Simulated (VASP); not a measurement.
Here is a VASP 6.6.1 calculation.

Contents of run.py:

```python
from ase.calculators.vasp import Vasp
from ase.dft.bandgap import bandgap
from ase.io import read

atoms = read('KPt.cif')
calc = Vasp(
    directory='calc',
    xc='pbesol',
    pp='PBE',
    setups='minimal',
    prec='Accurate',
    encut=500,
    ediff=1e-06,
    ismear=0,
    sigma=0.02,
    lreal=False,
    lasph=True,
    nelm=60,
    algo='Fast',
    isif=2,
    lwave=False,
    lcharg=False,
    kpts=[10, 10, 5],
    gamma=True,
)
atoms.calc = calc

print('energy (eV):', atoms.get_potential_energy())
print('free energy (eV):', atoms.get_potential_energy(force_consistent=True))
print('forces (eV/A):')
print(atoms.get_forces())
print('stress (eV/A^3, Voigt):', atoms.get_stress())
print('Fermi level (eV):', calc.get_fermi_level())
gap, top, bottom = bandgap(calc)
print('band gap (eV):', gap, 'from (spin, k, band)', top, 'to', bottom)
```

KPt.cif

```cif
data_KPt
_cell_length_a 3.00084728
_cell_length_b 3.00084728
_cell_length_c 5.34557800
_cell_angle_alpha 90.00000000
_cell_angle_beta 90.00000000
_cell_angle_gamma 120.00000000
_space_group_name_H-M_alt 'P1'
_space_group_name_Hall 'P 1'
_space_group_IT_number 1
loop_
_space_group_symop_operation_xyz
'x,y,z'
loop_
_atom_site_label
_atom_site_type_symbol
_atom_site_symmetry_multiplicity
_atom_site_Wyckoff_symbol
_atom_site_fract_x
_atom_site_fract_y
_atom_site_fract_z
_atom_site_occupancy
Pt1 Pt 1 a 0.6666666667 0.3333333333 0.0000000000 1
K1 K 1 a 0.0000000000 0.0000000000 0.5000000000 1
```

Potentials or basis: VASP PAW PBE potentials, release 64 (Pt, K_pv).

Run with:

```console
$ python run.py
```

(1) Predict the band gap on the k mesh.

(2) Predict the pressure.

Answers

(1) none (metal or under the smearing width).

(2) -2.6 GPa.

Caveat: the PAW data sets were made with another functional, which shifts forces and pressure a little.
